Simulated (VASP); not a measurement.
**RbNiO2: energy against volume and a worked fit**

Space group Fd-3m:1 (No. 227). a = 8.456 Å, b = 8.456 Å, c = 8.456 Å, α = 90.00°, β = 90.00°, γ = 90.00°
```tsv
atom	site	symmetry	x	y	z
Rb	8a	-43m	0.2500	0.2500	0.2500
Ni	8b	-43m	0.2500	0.7500	0.2500
O	16d	.-3m	0.3750	0.6250	0.3750
```

The cell comes from a database or a generator and needn't be the stable form of this composition.

The cell was scaled at fixed shape and fractions and run with VASP, PBE PAW files Ni, O, Rb_sv, 520 eV; PBE, k mesh 6 × 6 × 6 on the cell of 8 atoms, fermi-dirac occupations of 0.05 eV, collinear spin, ferromagnetic start, no spin-orbit coupling. Energies are those that the program minimises, any entropy of the smearing included. For a metal such a mesh isn't converged to the digits shown. The magnetic state is the one that the start led to, which needn't be the lowest.

```csv
V (Å³/atom),energy over the lowest row (meV/atom)
17.7612,1.24
18.1391,0.00
18.5170,?
18.8949,7.65
19.2728,15.85
19.6507,26.55
20.0286,39.48
```

**Question.** Fit the third-order Birch-Murnaghan form, give V0, B0 and B′, and predict the energy left open.

**Answer.** With y = (V0/V)^(2/3), E = E0 + (9 V0 B0/16) [(y - 1)³ B′ + (y - 1)² (6 - 4y)]. Least squares through the rows shown give V0 = 18.0777 Å³/atom, E0 = -0.05 meV, B0 = 72.35 GPa (1 eV/Å³ = 160.218 GPa) and B′ = 4.40, with a largest miss of 0.01 meV. At V = 18.5170 the form with these constants gives 2.26 meV; the run gave 2.25 meV an atom.
